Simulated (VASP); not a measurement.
Calculation: PBEsol GGA, VASP's PBE PAW potentials (set 64) (plane waves; VASP 6.6.1).

Input for VASP

**INCAR**
```
! general
SYSTEM = BN
PREC   = Accurate
ENCUT  = 520
LREAL  = .FALSE.
LASPH  = .TRUE.

! electronic loop
EDIFF  = 1E-6
NELM   = 100
ALGO   = Normal

! smearing
ISMEAR = 0
SIGMA  = 0.05

! functional
GGA    = PS

! ions
IBRION = 2
NSW    = 60
ISIF   = 3
EDIFFG = -0.02

! output
LWAVE  = .FALSE.
LCHARG = .FALSE.
```

### POSCAR
```
BN
1
    1.2526904821    -2.1697239507    -0.0000000000
    1.2526904821     2.1697239507    -0.0000000000
   -0.0000000000    -0.0000000000     6.8224324319
B N
2 2
Direct
  0.3333330000   0.6666670000   0.2500000000
  0.6666670000   0.3333330000   0.7500000000
  0.6666670000   0.3333330000   0.2500000000
  0.3333330000   0.6666670000   0.7500000000
```

**KPOINTS**
```
kpoints
0
Gamma
 9 9 3
0 0 0
```

POTCAR, in this order: B N (PBE.64 set). Program: vasp_std.

Output of the run:

OUTCAR:
```
 ion  position               nearest neighbor table
   1  0.333  0.667  0.250-   3 1.45   3 1.45   3 1.45
   2  0.667  0.333  0.750-   4 1.45   4 1.45   4 1.45
   3  0.667  0.333  0.250-   1 1.45   1 1.45   1 1.45
   4  0.333  0.667  0.750-   2 1.45   2 1.45   2 1.45
  LATTYP: Found a hexagonal cell.
 ALAT       =     2.5053813016
 C/A-ratio  =     2.7231114193
 Subroutine PRICEL returns:
 Original cell was already a primitive cell.
 Subroutine GETGRP returns: Found 24 space group operations
The static configuration has the point symmetry D_3d.
 The point group associated with its full space group is D_6h.
The dynamic configuration has the point symmetry D_3d.
 Subroutine INISYM returns: Found 24 space group operations
 Subroutine IBZKPT returns following result:
 Found     24 irreducible k-points:

 Following reciprocal coordinates:
            Coordinates               Weight
  0.000000  0.000000  0.000000      1.000000
  0.111111  0.000000  0.000000      6.000000
  0.222222  0.000000  0.000000      6.000000
  0.333333  0.000000  0.000000      6.000000
  0.444444  0.000000  0.000000      6.000000
  0.111111  0.111111  0.000000      6.000000
  0.222222  0.111111  0.000000     12.000000
  0.333333  0.111111  0.000000     12.000000
  0.444444  0.111111  0.000000      6.000000
  0.222222  0.222222  0.000000      6.000000
  0.333333  0.222222  0.000000     12.000000
  0.333333  0.333333  0.000000      2.000000
  0.000000  0.000000  0.333333      2.000000
  0.111111  0.000000  0.333333     12.000000
  0.222222  0.000000  0.333333     12.000000
  0.333333  0.000000  0.333333     12.000000
  0.444444  0.000000  0.333333     12.000000
  0.111111  0.111111  0.333333     12.000000
  0.222222  0.111111  0.333333     24.000000
  0.333333  0.111111  0.333333     24.000000
...
```

OSZICAR:
```
       N       E                     dE             d eps       ncg     rms          rms(c)
DAV:   1     0.611060489901E+02    0.61106E+02   -0.84308E+03   600   0.124E+03
DAV:   2    -0.352397842810E+02   -0.96346E+02   -0.87389E+02   824   0.259E+02
DAV:   3    -0.399704895819E+02   -0.47307E+01   -0.47029E+01   720   0.614E+01
DAV:   4    -0.400228961713E+02   -0.52407E-01   -0.52377E-01   728   0.700E+00
DAV:   5    -0.400236884076E+02   -0.79224E-03   -0.79216E-03   716   0.855E-01    0.110E+01
DAV:   6    -0.369564529358E+02    0.30672E+01   -0.75177E+00   668   0.223E+01    0.506E+00
DAV:   7    -0.366585492633E+02    0.29790E+00   -0.50899E-01   716   0.601E+00    0.307E+00
DAV:   8    -0.365717187354E+02    0.86831E-01   -0.27359E-01   684   0.402E+00    0.406E-01
DAV:   9    -0.365686385589E+02    0.30802E-02   -0.12044E-02   704   0.985E-01    0.169E-01
DAV:  10    -0.365693497099E+02   -0.71115E-03   -0.10068E-03   680   0.273E-01    0.345E-02
DAV:  11    -0.365694481360E+02   -0.98426E-04   -0.13478E-04   748   0.102E-01    0.216E-02
DAV:  12    -0.365694472496E+02    0.88646E-06   -0.32072E-05   688   0.485E-02    0.309E-03
DAV:  13    -0.365694474370E+02   -0.18746E-06   -0.12010E-06   536   0.101E-02
   1 F= -.36569447E+02 E0= -.36569447E+02  d E =-.365694E+02
```

**OUTCAR**
```
------------------------ aborting loop because EDIFF is reached ----------------------------------------
  FORCE on cell =-STRESS in cart. coord.  units (eV):
  Direction    XX          YY          ZZ          XY          YZ          ZX
  --------------------------------------------------------------------------------------
  Total        0.0259137      0.0259137      0.0602450      0.0000000      0.0000000      0.0000000
  in kB        1.1194959      1.1194963      2.6026389      0.0000000      0.0000000      0.0000000
  external PRESSURE =       1.6138770 kB  Pullay stress =       0.0000000 kB
  volume of cell :       37.09
      direct lattice vectors                 reciprocal lattice vectors
     1.252690482 -2.169723951  0.000000000     0.399140895 -0.230444062  0.000000000
     1.252690482  2.169723951  0.000000000     0.399140895  0.230444062  0.000000000
     0.000000000  0.000000000  6.822432432     0.000000000  0.000000000  0.146575288
  FREE ENERGIE OF THE ION-ELECTRON SYSTEM (eV)
  ---------------------------------------------------
  free  energy   TOTEN  =       -36.5694474370 eV

  energy  without entropy=      -36.5694474370  energy(sigma->0) =      -36.56944744

 reached required accuracy - stopping structural energy minimisation
```
(Selected blocks of OUTCAR.)

Without a dispersion term in the relaxation, distances and binding between the weakly bound layers, chains or molecules are unreliable, and so is what depends on them.

The compound is BN in the hex structure. It was relaxed first. The start is the result of an earlier pass.
